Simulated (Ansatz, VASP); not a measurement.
# PN in two plane-wave programs

Aim: how closely do two programs agree when they are given the same cell, functional and k mesh? The cell is generated by rule, not measured, and may not be a known phase. The cell is taken from a series of runs on this material, whose earlier steps may have relaxed, scaled, displaced or heated it; both programs get it as it stands.

Main program and level: Ansatz 0.2.0; plane waves, with VASP 6.6.1 beside it; zone-centre phonons at PBE.

The structure was built from a prototype and need not be the compound's stable phase.

**1. Set-up**

Symmetry: Fm-3m, No. 225, cubic system. Conventional cell: a = 4.423 Å, b = 4.423 Å, c = 4.423 Å, α = 90.00°, β = 90.00°, γ = 90.00°. P has 6 N at 2.21 Å nearest. Nearest to N lie 6 P at 2.21 Å. Farther neighbours and most contacts between anions are not listed.

**2. Ansatz: zone-centre phonons, PBE**

Ansatz runs on its default PAW (the set named soft_2) files.

Second derivatives magnify differences that forces hide, and they need a tight electronic threshold.

File input.yaml:

```yaml
crystal:
  lattice:
    - [1.5638241944, 0.9028743196, 2.5537142158]
    - [-1.5638241944, 0.9028743196, 2.5537142158]
    - [0.0, -1.8057486392, 2.5537142157]
  atoms:
    - { symbol: P, position: [0.5, 0.5, 0.5] }
    - { symbol: "N", position: [0.0, 0.0, 0.0] }
kpoints:
  mp_grid: { grid: [16, 16, 16] }
hamiltonian:
  xc: pbe
scf:
  occupations: { method: gaussian, width: 0.02 }
output:
  eigenvalues: true
phonons:
  method: dfpt
  qmesh: [4, 4, 4]
  temperatures: { t_max: 1000, t_step: 50 }
  qpath:
    path:
      - [[0.0, 0.0, 0.0], [0.5, 0.5, 0.0], [0.625, 0.375, 0.0]]
      - [[0.375, 0.0, -0.375], [0.0, 0.0, 0.0], [0.5, 0.0, 0.0], [0.5, 0.25, -0.25], [0.5, 0.5, 0.0]]
    npoints: 10
```

Started as:

```bash
$ ansatz run input.yaml --threads 4 --pin off --max-ram 8192MiB --backend cpu --events-out ev --progress --plain --runs-dir out
```

Numbers of over 12 decimals in the logs are rounded to 6 here.

The program printed:

```text
Engine: ansatz 0.2.0, aarch64-unknown-linux-gnu
Pseudopotentials: kind: paw
Pseudopotential: P, paw, valence charge 5, recommended cutoff 420 eV (normal), P.paw.azcp
Pseudopotential: N, paw, valence charge 5, recommended cutoff 420 eV (normal), N.paw.azcp
Functional definition: PBE
  parameter kappa = 0.804
  parameter beta = 0.066725
  exchange = pbe_x(kappa = kappa, mu = beta*pi^2/3)
  correlation = pbe_c(beta = beta)
Crystal: 2 atoms, lattice volume = 21.634 Å³
Basis set: ecut = 420 eV, 411 PW (Γ), exchange–correlation on 48×48×48 points (8 copies of the dense FFT grid, shifted against one another)
Bands: 9, of which v1, the nominal top of the filled ones, is band 5 counted from 1 (4 counted from 0)
Symmetry: 48 space group operations
k-points: 145 of 4096
Non-local potential: P, projectors of the file, l = 0: 2, l = 1: 2, l = 2: 2
Non-local potential: N, projectors of the file, l = 0: 2, l = 1: 2, l = 2: 1
PAW form: soft (Blöchl's): semilocal exchange-correlation on the pseudo side does not see the compensation charge
PAW one-centre angular grid: P, 110 points (default); XC on 64 Gauss nodes
PAW one-centre angular grid: N, 110 points (default); XC on 64 Gauss nodes
Initial density: superposition of atomic densities (neutral atoms: chi_scale 0, normalization atom), corrected by the library's trained network
Initial wavefunctions: pseudopotential atomic-orbital guess
Functional: x = pbe(κ = 0.804, μ = 0.219515), c = pbe(β = 0.066725)
SCF iter   1: F=—  HF=-1137.366112 eV  |F-HF|=—  |Δ(HF+E_count)|=         —  Δρ=2.01e-3  dr2=6.93e-4  ethr=1.77e-3  ⟨swp⟩=6.3  Hψ=10435  notcnv=0
preconditioner: auto → none  [insulator: Δε(μ)=0.112 eV  Ē_g=12.437 eV  σ=0.020 eV  W_gap=0.50  n_scr=0 (ndim 8)  ℏωp=25.2 eV  f_vac=0.000  D(μ)=0.33/eV (n_scr^D=0)  ε∞_Penn≈5.1]
SCF iter   2: F=—  HF=-1137.366000 eV  |F-HF|=—  |Δ(HF+E_count)|=   1.12e-4  Δρ=1.08e-3  dr2=2.10e-4  ethr=6.93e-6  ⟨swp⟩=2.3  Hψ=3301  notcnv=0
SCF iter   3: F=—  HF=-1137.366047 eV  |F-HF|=—  |Δ(HF+E_count)|=   4.69e-5  Δρ=6.93e-5  dr2=6.42e-7  ethr=2.10e-6  ⟨swp⟩=2.1  Hψ=1915  notcnv=0
SCF iter   4: F=—  HF=-1137.366046 eV  |F-HF|=—  |Δ(HF+E_count)|=   4.23e-7  Δρ=1.43e-5  dr2=1.28e-8  ethr=6.42e-9  ⟨swp⟩=2.3  Hψ=1981  notcnv=0
SCF iter   5: F=—  HF=-1137.366046 eV  |F-HF|=—  |Δ(HF+E_count)|=   3.01e-8  Δρ=1.87e-6  dr2=4.59e-10  ethr=1.28e-10  ⟨swp⟩=2.0  Hψ=1963  notcnv=0
SCF iter   6: F=—  HF=-1137.366046 eV  |F-HF|=—  |Δ(HF+E_count)|=  4.70e-10  Δρ=4.61e-7  dr2=5.04e-11  ethr=4.59e-12  ⟨swp⟩=2.2  Hψ=1980  notcnv=0
SCF iter   7: F=-1137.366046 eV  HF=-1137.366046 eV  |F-HF|=1.82e-12  |Δ(HF+E_count)|=  1.02e-11  Δρ=1.11e-7  dr2=2.82e-12  ethr=1.00e-12  ⟨swp⟩=5.7  Hψ=5507  notcnv=0
SCF 1 converged in 7 iterations: F = -1137.366046 eV  dr2 = 2.82e-12
  greatest PAW one-centre occupation: 0.875 electrons in one spin orbital (limit 2), on the P atom at site 0 (counted from 0), in its partial waves of l = 0
Initial density: read from a saved state, or passed on in memory by an earlier SCF of this step, an earlier step, the calling program or the single point that the run made first
iter 1 solved again at ethr=9.23e-9 eV; its pass at ethr=3.10e-3 eV (dr2=9.23e-7 eV) is discarded
SCF iter   1: F=—  HF=-1137.366046 eV  |F-HF|=—  |Δ(HF+E_count)|=         —  Δρ=1.66e-7  dr2=4.54e-12  ethr=9.23e-9  ⟨swp⟩=3.8  Hψ=14904  notcnv=0
eigensolver tolerance schedule: the retry pair's looser diagonalisation over-reported the residual by 203529.47 of it (diagonalisation noise at 1.54 of the residual, at the tolerance the schedule requests for it); recorded, not acted on — ethr = c·dr2/N_el stays at c = 1.0e-1
preconditioner: auto → none  [insulator: Δε(μ)=0.106 eV  Ē_g=12.434 eV  σ=0.020 eV  W_gap=0.50  n_scr=0 (ndim 8)  ℏωp=25.2 eV  f_vac=0.000  D(μ)=0.33/eV (n_scr^D=0)  ε∞_Penn≈5.1]
iter 2 did not close the SCF: its close was put off for the readings that it lacked (scf_convergence_deferred on its scf_iter line)
SCF iter   2: F=-1137.366046 eV  HF=-1137.366046 eV  |F-HF|=5.00e-12  |Δ(HF+E_count)|=   1.98e-9  Δρ=1.66e-7  dr2=6.11e-12  ethr=1.00e-12  ⟨swp⟩=2.8  Hψ=2257  notcnv=0
iter 3 did not close the SCF: its close was put off for the readings that it lacked (scf_convergence_deferred on its scf_iter line)
SCF iter   3: F=-1137.366046 eV  HF=-1137.366046 eV  |F-HF|=2.27e-12  |Δ(HF+E_count)|=  6.82e-13  Δρ=1.09e-7  dr2=2.73e-12  ethr=1.00e-12  ⟨swp⟩=1.0  Hψ=1305  notcnv=0
iter 4 did not close the SCF: its close was put off for the readings that it lacked (scf_convergence_deferred on its scf_iter line)
SCF iter   4: F=-1137.366046 eV  HF=-1137.366046 eV  |F-HF|=2.27e-13  |Δ(HF+E_count)|=  9.09e-13  Δρ=1.63e-8  dr2=4.75e-14  ethr=1.00e-12  ⟨swp⟩=1.0  Hψ=1305  notcnv=0
iter 5 did not close the SCF: its close was put off for the readings that it lacked (scf_convergence_deferred on its scf_iter line)
SCF iter   5: F=-1137.366046 eV  HF=-1137.366046 eV  |F-HF|=2.27e-13  |Δ(HF+E_count)|=  2.27e-13  Δρ=5.00e-9  dr2=5.04e-15  ethr=1.00e-12  ⟨swp⟩=1.0  Hψ=1308  notcnv=0
SCF iter   6: F=-1137.366046 eV  HF=-1137.366046 eV  |F-HF|=2.27e-13  |Δ(HF+E_count)|=    0.00e0  Δρ=2.96e-9  dr2=1.86e-15  ethr=1.00e-12  ⟨swp⟩=1.4  Hψ=3870  notcnv=0
SCF 2 converged in 6 iterations: F = -1137.366046 eV  dr2 = 1.86e-15
phonons: the bands overlap, so this run is a metal and interpolates without the dipole-dipole term. If the crystal is really an insulator or semiconductor, its LO-TO splitting is missing
NSCF: frozen V_eff on 145 k-points
NSCF: frozen V_eff on 621 k-points
DFPT response loops at q = (0, 0, 0) (fractional): preconditioner auto → Kerker (q_TF=auto, 2.399 Å⁻¹) (partly filled bands, converged f_vac=0.000); β = 1.00, the filter's whole step (`scf.mixing.beta` (0.50) is not read by the response loops under this deck's `scf.mixing.preconditioner`; to damp them name `kerker` or `kerker_dos`, under which they read `scf.mixing.beta`, and type it under 1.00, their step now; both keys bind the ground state too); Broyden in place of MSR1
NSCF: frozen V_eff on 4352 k-points
DFPT response loops at q = (0, 0, 0.25) (fractional): mixed as the last ones told, above
NSCF: frozen V_eff on 2196 k-points
DFPT response loops at q = (0, 0, -0.5) (fractional): mixed as the last ones told, above
NSCF: frozen V_eff on 4352 k-points
DFPT response loops at q = (0, 0.25, 0.25) (fractional): mixed as the last ones told, above
NSCF: frozen V_eff on 8192 k-points
DFPT response loops at q = (0, 0.25, -0.5) (fractional): mixed as the last ones told, above
NSCF: frozen V_eff on 8192 k-points
DFPT response loops at q = (0, 0.25, -0.25) (fractional): mixed as the last ones told, above
NSCF: frozen V_eff on 2196 k-points
DFPT response loops at q = (0, -0.5, -0.5) (fractional): mixed as the last ones told, above
NSCF: frozen V_eff on 4352 k-points
DFPT response loops at q = (0.25, -0.5, -0.25) (fractional): mixed as the last ones told, above
SCF converged after 7 iterations
Free energy (F): -1137.366046 eV
Harris-Foulkes:  -1137.366046 eV  (|F-HF|=1.82e-12)
Internal energy: -1137.365980 eV  (E = F + TS)
E sigma→0 (E₀):  -1137.366013 eV
Entropy (-TS):   -0.000066 eV (-0.033 meV/atom)
Fermi energy:    11.232952 eV
--- Per-component energies (eV) ---
  E_band       = 32.120334
  E_kinetic    = 193.289548
  E_local      = -186.557049  (includes V_loc(G=0)·N_el)
  E_nonlocal   = 79.835992
  E_hartree    = 52.731778
  E_xc         = -119.651221
  E_vxc        = -134.813889  (∫ρ·V_xc dr)
  E_paw        = -695.172769  (= ΣΔE_a)
  E_vpaw       = -25.097896  (= ΣTr[D̂ρ^β])
  E_aug_tail   = 0.000091  (compensation charges beyond the density's cutoff)
  E_ewald      = -461.842351
  E_smearing   = -0.000066  (= −TS)
  E_closure    = 0.000000  (closes the sum)
  Σ components = -1137.366046   (vs F -1137.366046, Δ=0.00e0)
--- Band table (eV; the first three rows and the last of 145) ---
  k-point 0: bands = ["-8.0054", "6.1103", "7.9070", "7.9070", "7.9070", "16.0698", "16.0698", "16.0698", "19.1080"]
  k-point 1: bands = ["-7.9345", "5.5820", "7.8998", "7.8998", "8.3017", "15.8010", "15.8010", "15.8305", "19.0998"]
  k-point 2: bands = ["-7.7229", "4.5381", "7.8826", "7.8826", "8.9514", "15.1485", "15.1485", "15.2543", "19.1075"]
  k-point 144: bands = ["-3.7765", "0.6949", "3.0398", "3.0398", "10.1205", "12.3932", "16.6708", "16.6708", "20.6910"]
--- Phonons (Γ-DFPT): 2 representative perturbations + reference (Σ response iterations 6) ---
  ASR residual: 6.463e-5 → 0.000e0 eV/Å²; symmetrization residual: 6.098e-7 eV/Å²
  ASR residual per site (eV/Å²): 4.73e-5 6.46e-5
  Γ frequencies (cm⁻¹): -565.67 -565.67 -565.67 0.00 0.00 0.00
--- Phonons (arbitrary-q DFPT): 8 irreducible q on the 4×4×4 mesh ---
  q = [0.0000, 0.0000, 0.0000] (star 1, of the zone-centre solve; hermiticity 1.07e-7, symmetrization 9.23e-15): -565.67 -565.67 -565.67 -0.00 0.00 0.00
  q = [0.0000, 0.0000, 0.2500] (star 8, 4 solved perturbations on 2176 of 4096 k-point pairs; hermiticity 8.65e-8, symmetrization 4.32e-8): -222.01 -222.01 145.94 145.94 203.78 373.41
  q = [0.0000, 0.0000, -0.5000] (star 4, 4 solved perturbations on 1098 of 4096 k-point pairs; hermiticity 3.63e-8, symmetrization 1.81e-8): 81.16 81.16 261.37 261.37 313.02 454.00
  q = [0.0000, 0.2500, 0.2500] (star 6, 2 solved perturbations on 2176 of 4096 k-point pairs; hermiticity 1.03e-7, symmetrization 1.58e-11): -485.52 -485.52 -69.72 180.28 180.28 363.02
  q = [0.0000, 0.2500, -0.5000] (star 24, 4 solved perturbations on 4096 of 4096 k-point pairs: no pair is spared here; hermiticity 6.56e-8, symmetrization 1.31e-8): -335.52 -317.38 -180.47 239.22 284.76 382.31
  q = [0.0000, 0.2500, -0.2500] (star 12, 2 solved perturbations on 4096 of 4096 k-point pairs: no pair is spared here; hermiticity 6.63e-8, symmetrization 3.73e-14): -475.26 -102.65 235.58 251.57 255.77 398.82
  q = [0.0000, -0.5000, -0.5000] (star 3, 2 solved perturbations on 1098 of 4096 k-point pairs; hermiticity 1.07e-7, symmetrization 7.03e-11): -492.61 -492.61 -490.50 253.33 253.33 359.14
  q = [0.2500, -0.5000, -0.2500] (star 6, 2 solved perturbations on 2176 of 4096 k-point pairs; hermiticity 1.19e-7, symmetrization 6.42e-9): -478.60 -478.60 204.41 247.34 319.43 319.43
  sum rule: each row above includes the acoustic sum rule's correction from the zone centre's row sums; it moved no ω² by more than (1.12 cm⁻¹)²
  mesh force constants: q→R imaginary residual 2.38e-17; ASR residual 6.463e-5 → 0.000e0 eV/Å²; symmetrization residual 4.663e-15 eV/Å²
  interpolated dispersion: 62 rows × 6 modes
  density of states and harmonic sums: on the 24×24×24 q-mesh, interpolated from the force constants of a 4×4×4 supercell (no non-analytic term)
  largest difference from the sums on the solved wave vectors: F 3.23e-2 eV, S 4.46e-5 and C_V 1.25e-5 eV/K
  zero-point energy: 0.060250 eV/cell   skipped modes (ω ≤ 0): 962, of them read as no rigid motion or as one in doubt: 959 (2.309e0 modes/cell left out, lowest -565.67 cm⁻¹)   left out of the sums: 3.85e-1 of the cell's modes: C_V's classical limit lies that fraction below 3 k_B per atom; for a crystal, a wire or a layer, F and S can be off by more, and a phonons.interpolated_qmesh denser along its periods is the remedy for the sampling
```

The column dr2 measures how far the density is from self-consistency, as an energy; F and HF (Harris–Foulkes) agree once it is small.

[end of part 1 of 2]

[Lines on the potential files, build, host, timing and source positions are cut from VASP's logs without a mark.]

[Logs are printed without paths, hosts, clocks, repeated set-up lines and the standing remarks that a program may print on its own settings, such as how far it seeks lower states.]

[Hosts, paths, dates, database ids (printed as entryN), source tags and the programs' standing remarks are cut or masked in the printed files.]
